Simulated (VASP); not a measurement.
Output of a VASP run:

### OSZICAR
```
       N       E                     dE             d eps       ncg     rms          rms(c)
DAV:   1     0.135364217479E+03    0.13536E+03   -0.80055E+03   448   0.113E+03
DAV:   2     0.209991967971E+01   -0.13326E+03   -0.13117E+03   484   0.308E+02
DAV:   3    -0.744886464906E+01   -0.95488E+01   -0.94809E+01   586   0.880E+01
DAV:   4    -0.765237891067E+01   -0.20351E+00   -0.20348E+00   532   0.168E+01
DAV:   5    -0.766073652280E+01   -0.83576E-02   -0.83576E-02   610   0.298E+00    0.314E+00
DAV:   6    -0.752402348988E+01    0.13671E+00   -0.33224E-01   566   0.448E+00    0.191E+00
DAV:   7    -0.752053486777E+01    0.34886E-02   -0.96256E-02   566   0.172E+00    0.912E-01
DAV:   8    -0.752253959242E+01   -0.20047E-02   -0.10465E-02   460   0.121E+00    0.141E-01
DAV:   9    -0.752245989581E+01    0.79697E-04   -0.11776E-03   668   0.395E-01    0.575E-02
DAV:  10    -0.752251915739E+01   -0.59262E-04   -0.13845E-04   448   0.929E-02    0.250E-02
DAV:  11    -0.752252725359E+01   -0.80962E-05   -0.30986E-05   518   0.477E-02    0.104E-02
DAV:  12    -0.752252739660E+01   -0.14301E-06   -0.20485E-06   544   0.140E-02
   1 F= -.75225274E+01 E0= -.75225274E+01  d E =-.752253E+01
       N       E                     dE             d eps       ncg     rms          rms(c)
DAV:   1    -0.755817258166E+01   -0.35645E-01   -0.11332E+00   550   0.192E+01    0.983E-01
DAV:   2    -0.752886761216E+01    0.29305E-01   -0.58973E-02   538   0.436E+00    0.370E-01
DAV:   3    -0.752355208287E+01    0.53155E-02   -0.23034E-02   556   0.251E+00    0.764E-02
DAV:   4    -0.752356539350E+01   -0.13311E-04   -0.36193E-04   454   0.196E-01    0.575E-02
DAV:   5    -0.752355854198E+01    0.68515E-05   -0.96550E-05   504   0.949E-02    0.156E-02
DAV:   6    -0.752355693821E+01    0.16038E-05   -0.93529E-06   574   0.524E-02    0.400E-03
DAV:   7    -0.752355848736E+01   -0.15492E-05   -0.49095E-07   236   0.493E-03    0.573E-04
DAV:   8    -0.752355858439E+01   -0.97031E-07   -0.55216E-08   224   0.370E-03
   2 F= -.75235586E+01 E0= -.75235586E+01  d E =-.103119E-02
       N       E                     dE             d eps       ncg     rms          rms(c)
DAV:   1    -0.752492397589E+01   -0.13655E-02   -0.41785E-02   550   0.361E+00    0.191E-01
DAV:   2    -0.752381305962E+01    0.11109E-02   -0.22453E-03   538   0.854E-01    0.713E-02
DAV:   3    -0.752361920650E+01    0.19385E-03   -0.84585E-04   556   0.481E-01    0.145E-02
DAV:   4    -0.752362222938E+01   -0.30229E-05   -0.13377E-05   454   0.367E-02    0.110E-02
DAV:   5    -0.752362552996E+01   -0.33006E-05   -0.36105E-06   490   0.182E-02    0.281E-03
DAV:   6    -0.752362553699E+01   -0.70324E-08   -0.29655E-07   224   0.986E-03
   3 F= -.75236255E+01 E0= -.75236255E+01  d E =-.109814E-02
```

**OUTCAR**
```
------------------------ aborting loop because EDIFF is reached ----------------------------------------
  FORCE on cell =-STRESS in cart. coord.  units (eV):
  Direction    XX          YY          ZZ          XY          YZ          ZX
  --------------------------------------------------------------------------------------
  Total       -0.0006597     -0.0006597     -0.0006597      0.0000000      0.0000000     -0.0000000
  in kB       -0.0149323     -0.0149323     -0.0149323      0.0000000      0.0000000     -0.0000000
  external PRESSURE =      -0.0149323 kB  Pullay stress =       0.0000000 kB
  volume of cell :       70.78
      direct lattice vectors                 reciprocal lattice vectors
     0.000000000  3.283142641  3.283142641    -0.152293109  0.152293109  0.152293109
     3.283142641  0.000000000  3.283142641     0.152293109 -0.152293109  0.152293109
     3.283142641  3.283142641  0.000000000     0.152293109  0.152293109 -0.152293109
  FREE ENERGIE OF THE ION-ELECTRON SYSTEM (eV)
  ---------------------------------------------------
  free  energy   TOTEN  =        -7.5236255370 eV

  energy  without entropy=       -7.5236255370  energy(sigma->0) =       -7.52362554

 reached required accuracy - stopping structural energy minimisation
```
(Selected blocks of OUTCAR.)

### POSCAR
```
TePb
1
    0.0000000000     3.2708950000     3.2708950000
    3.2708950000     0.0000000000     3.2708950000
    3.2708950000     3.2708950000     0.0000000000
Te Pb
1 1
Direct
  0.0000000000   0.0000000000   0.0000000000
  0.5000000000   0.5000000000   0.5000000000
```

Q: Reconstruct the remaining input files.

A: Several could match; the one computed here: the input of the run itself, PBE GGA, plane waves, VASP's PBE PAW potentials (set 64).

File KPOINTS:
```
Automatic
0
Gamma
 6 6 6
```

### INCAR
```
SYSTEM=TePb
PREC=Accurate; ENCUT=400; LREAL=.FALSE.
LASPH=.TRUE.
EDIFF=1E-6; NELM=100; ALGO=Normal
LMAXMIX=4
ISMEAR=0; SIGMA=0.05
GGA=PE
IBRION=2; NSW=60; ISIF=3
EDIFFG=-0.01
LWAVE=.FALSE.; LCHARG=.FALSE.
```

POTCAR, in this order: Te Pb_d (PBE.64 set). Program: vasp_std.

The structure comes from a computed database's TePb entry (Fm-3m); how it stands against other phases isn't given here. This run relaxes it. Symmetry was kept, so distortions that lower it aren't found.
